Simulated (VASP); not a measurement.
An input for Ansatz (written as the equivalent of a VASP run, and not itself run):

Ansatz 0.2 input:
```yaml
crystal:
  lattice:
    - [3.2179214, 0.0000000, 0.0000000]
    - [0.0000000, 3.2179214, 0.0000000]
    - [0.0000000, 0.0000000, 3.2179214]
  atoms:
    - { symbol: In, position: [0.5000000, 0.5000000, 0.5000000] }
    - { symbol: Pd, position: [0.0000000, 0.0000000, 0.0000000] }
kpoints:
  mp_grid: { grid: [10, 10, 10] }
hamiltonian:
  xc: lda
  pseudopotentials: { kind: paw }
scf:
  occupations: { method: methfessel_paxton, width: 0.1 }
  max_iter: 100
relax:
  max_steps: 30
  f_tol: 0.001
output: { forces: true, stress: true, eigenvalues: true }
```

Problem. Write the VASP files for the same calculation (LDA).

Solution. One answer among several that fit: 
### KPOINTS
```
Automatic
0
Gamma
 10 10 10
0 0 0
```

POSCAR:
```
PdIn
1
    3.2179213625     0.0000000000     0.0000000000
    0.0000000000     3.2179213625     0.0000000000
   -0.0000000000     0.0000000000     3.2179213625
In Pd
1 1
Direct
  0.5000000000   0.5000000000   0.5000000000
  0.0000000000   0.0000000000   0.0000000000
```

**INCAR**
```
# general
SYSTEM  = PdIn
PREC    = Accurate
ENCUT   = 400
LREAL   = .FALSE.
LASPH   = .TRUE.

# electronic loop
EDIFF   = 1E-8
NELM    = 100
ALGO    = Normal
LMAXMIX = 4

# smearing
ISMEAR  = 1
SIGMA   = 0.1

# ions
IBRION  = 1
NSW     = 30
ISIF    = 2
EDIFFG  = -0.001

# output
LWAVE   = .FALSE.
LCHARG  = .FALSE.
```

POTCAR, in this order: In_d Pd (LDA.64 set). Program: vasp_std.

Limits of the translation: each code has its own PAW files, so the cut-off isn't converted (ENCUT is set for VASP's; basis.ecutwfc is left out, and Ansatz then takes the one that its files recommend); Ansatz stops its SCF on the density residual and VASP on the energy change (EDIFF); Ansatz's lda is the Perdew-Wang form, while the LDA potentials of VASP carry Perdew-Zunger's.

The compound is PdIn in the CsCl type structure. It was relaxed first. The start is the result of an earlier pass.
